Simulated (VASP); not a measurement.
# MgTi2N2: relaxation of cell and atoms with PBE

The system is MgTi2N2.

```
CELL_PARAMETERS angstrom
4.90787 0.00000 0.00000
-2.45393 4.25034 0.00000
0.00000 0.00000 3.24718
ATOMIC_POSITIONS crystal
Mg 0.00000 0.00000 0.00000
Ti 0.33333 0.66667 0.00000
Ti 0.66667 0.33333 0.00000
N 0.33333 0.66667 0.50000
N 0.66667 0.33333 0.50000
```

The cell was built by a generator and needn't be a form met in nature.

```json
{"Program": "VASP 6.6.1", "Task": "relaxation of cell and atoms", "Functional": "PBE", "Potentials or basis": "VASP PAW PBE potentials, release 64 (Mg, Ti_sv, N)", "Cutoff": "520 eV", "k mesh": "3 × 3 × 4", "Occupations": "gaussian, width 0.15 eV", "Spin": "no spin polarisation", "Further INCAR settings": "PREC = Normal; ALGO = Fast; EDIFF = 0.0001; IBRION = 2; EDIFFG = -0.08; NSW = 24; ISIF = 3"}
```

```yaml
Relaxed_volume: 18.25 Å³/atom
Relaxed_cell: a = 5.280 Å, b = 5.280 Å, c = 3.780 Å, α = 90.00°, β = 90.00°, γ = 120.00°
Space_group_after_relaxing_to_0.05_Å: P6/mmm (No. 191)
Energy_gained_by_relaxing: 905.3 meV/atom
Ionic_steps: 19
Pressure_after_relaxing: 0.2 GPa
Band_gap_on_the_k_mesh: none (metal or under the smearing width)
```

Stress tensor (GPa, compression positive):
```
 0.51  0.00  0.00
 0.00  0.51  0.00
 0.00  0.00 -0.32
```

Step by step:
| step | energy change (eV) | largest force (eV/Å) | pressure (GPa) | volume (Å³) |
| --- | --- | --- | --- | --- |
| 1 | 0.0000 | 0.0000 | 58.31 | 67.74 |
| 2 | 188.6807 | 0.0000 | 47.86 | 122.75 |
| 3 | 163.0340 | 0.0000 | -76.41 | 379.55 |
| 4 | 11.8964 | 0.0000 | -30.12 | 150.24 |
| 5 | 7.4459 | 0.0000 | -23.27 | 137.27 |
| 6 | 5.4858 | 0.0000 | -22.99 | 129.92 |
| 7 | 4.5925 | 0.0000 | -22.87 | 126.31 |
| 8 | 4.1492 | 0.0000 | -22.90 | 124.53 |
| 9 | 5.6043 | 0.0000 | 94.80 | 65.91 |
| 10 | 22.2807 | 0.0000 | 33.85 | 90.07 |
| 11 | 5.2377 | 0.0000 | -10.51 | 108.02 |
| 12 | -3.2609 | 0.0000 | -12.43 | 95.55 |
| 13 | -3.8544 | 0.0000 | -9.08 | 92.80 |
| 14 | -4.0563 | 0.0000 | -7.76 | 91.43 |
| 15 | -4.1439 | 0.0000 | -6.65 | 90.75 |
| 16 | -4.5194 | 0.0000 | 1.68 | 90.29 |
| 17 | -4.5239 | 0.0000 | 0.88 | 90.34 |
| 18 | -4.5239 | 0.0000 | 0.68 | 90.35 |
| 19 | -4.5265 | 0.0000 | 0.23 | 91.25 |

Final structure:
```xyz
5
Lattice="5.2799 0.0000 0.0000 -2.6399 4.5725 0.0000 0.0000 0.0000 3.7799" Properties=species:S:1:pos:R:3 pbc="T T T"
Mg    0.0000    0.0000    0.0000
Ti    0.0000    3.0483    0.0000
Ti    2.6399    1.5242    3.7799
N     0.0000    3.0483    1.8899
N     2.6399    1.5242    1.8899
```

Levels at points of the mesh, in eV from the Fermi level:
```
           k point  band 15  band 16  band 17  band 18  band 19  band 20  band 21  band 22
(0.00, 0.00, 0.00)    -1.41    -0.74     0.02     0.93     1.01     1.02     1.12     1.12
(0.00, 0.00, 0.50)    -2.84    -1.82    -1.82    -0.07    -0.07     0.68     0.68     1.79
```

It took 5.2 min on 1 thread of Intel(R) Xeon(R) Platinum 8488C (Sapphire Rapids), on a shared host, peak memory 0.15 GiB.

Caveat: the k mesh is coarse (spacing up to 0.49 Å⁻¹), so the values aren't converged; the volume moved by over 15 % at a fixed basis, so the end points are rough; the relaxation stopped at a loose force limit of 0.08 eV/Å, so its end isn't a converged minimum.
